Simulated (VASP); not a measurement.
VASP runs on KCl (a trial cell in the alpha-GeTe structure, space group R3m) share one base input (PBE GGA, plane waves, VASP's PBE PAW potentials (set 64)) and change the settings named in each case.

### KPOINTS
```
Automatic mesh
0
Gamma
7 7 7
0 0 0
```

File POSCAR:
```
KCl
4.6248540
  0.4843566954   0.2796434223   0.8289742768
 -0.4843566954   0.2796434223   0.8289742768
  0.0000000000  -0.5592868445   0.8289742768
K Cl
1 1
Cart
 -0.0000000000  -0.0000000000   1.8960299659
 -0.0000000000  -0.0000000000   0.5908928645
```

**INCAR**
```
ALGO=Normal
EDIFF=1E-6
ENCUT=400
GGA=PE
ISIF=2
ISMEAR=0
LASPH=.TRUE.
LCHARG=.FALSE.
LREAL=.FALSE.
LWAVE=.FALSE.
NELM=100
PREC=Accurate
SIGMA=0.05
SYSTEM=KCl
```

POTCAR, in this order: K_sv Cl (PBE.64 set). Program: vasp_std.

```json
[
 {"change": "base run", "E(σ→0) (eV/atom)": "-3.3822", "pressure (GPa)": "0.09", "plane waves": "1255"},
 {"change": "ENCUT = 150", "E(σ→0) (eV/atom)": "-3.3760", "pressure (GPa)": "-30.86", "plane waves": "290"},
 {"change": "ENCUT = 350", "E(σ→0) (eV/atom)": "-3.3823", "pressure (GPa)": "0.06", "plane waves": "1002"},
 {"change": "ENCUT = 625", "E(σ→0) (eV/atom)": "-3.3826", "pressure (GPa)": "0.12", "plane waves": "2389"},
 {"change": "ENCUT = 700", "E(σ→0) (eV/atom)": "-3.3825", "pressure (GPa)": "0.12", "plane waves": "2827"},
 {"change": "ENCUT = 725", "E(σ→0) (eV/atom)": "-3.3825", "pressure (GPa)": "0.12", "plane waves": "2970"},
 {"change": "ENCUT = 750", "E(σ→0) (eV/atom)": "-3.3825", "pressure (GPa)": "0.12", "plane waves": "3125"}
]
```

Left out are runs that ran out of time, are held back, or changed the cell or the kind of run, fixed moments of cells without a moment, rows past the twelfth, gaps on odd meshes, pressures of charged cells and columns that move by less than the noise.

The structure was generated: KCl was put into the alpha-GeTe type (R3m), which need not be its known phase. The cell was not relaxed at this level.
